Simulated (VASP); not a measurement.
Given:

```
CsSnI3
1.0
    6.22095     0.00000     0.00000
    0.00000     6.22095     0.00000
    0.00000     0.00000     6.22095
Cs I Sn
1 3 1
Direct
  0.00000   0.00000   0.00000
  0.00000   0.50000   0.50000
  0.50000   0.00000   0.50000
  0.50000   0.50000   0.00000
  0.50000   0.50000   0.50000
```

The numbers are results of SCAN meta-GGA, VASP's PBE PAW potentials (set 64) (plane waves; VASP), not measurements. Numerical set-up: 400 eV cut-off, 4×4×4 Γ-centred mesh, tetrahedra with Blöchl corrections, potentials Cs_sv I Sn_d.

The cores are frozen, which limits the accuracy of field gradients.

Q: Give the principal components of the electric field gradient (V/Å²) and the asymmetry η at each nucleus.

A: 
```tsv
atom	Vxx	Vyy	Vzz	η
Cs1	0.0	0.0	0.0	-
I2	-187.1	-187.1	374.2	0.00
I3	-187.1	-187.1	374.2	0.00
I4	-187.1	-187.1	374.2	0.00
Sn5	0.0	0.0	0.0	-
```

The structure comes from a measured CsSnI3 entry (Pm-3m) of the Crystallography Open Database, whose conditions weren't checked. It was relaxed first.
